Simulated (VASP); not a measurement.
Input:

```xyz
1
Lattice="0.0000 1.9000 1.9000 1.9000 0.0000 1.9000 1.9000 1.9000 0.0000" Properties=species:S:1:pos:R:3 pbc="T T T"
Rh     0.0000     0.0000     0.0000
```

All values below come from PBEsol GGA, VASP's PBE PAW potentials (set 64) (plane waves; VASP). Settings: 480 eV cut-off, 15×15×15 Γ-centred mesh, first-order Methfessel-Paxton smearing of 0.10 eV, potentials Rh_pv.

The ions, cell shape and volume are relaxed. Predict the relaxed structure.

```xyz
1
Lattice="0.0000 1.8899 1.8899 1.8899 0.0000 1.8899 1.8899 1.8899 0.0000" Properties=species:S:1:pos:R:3 pbc="T T T"
Rh     0.0000     0.0000     0.0000
```
Space group Fm-3m (225), at a tolerance of 0.03 Å.

How do energy and volume change from the first to the last step?

The energy (σ→0) changes by -3.2 meV/atom and the volume by -1.6 %, in 3 ionic steps.

The compound is Rh in the fcc structure. This run relaxes it. Symmetry was kept, so distortions that lower it aren't found.
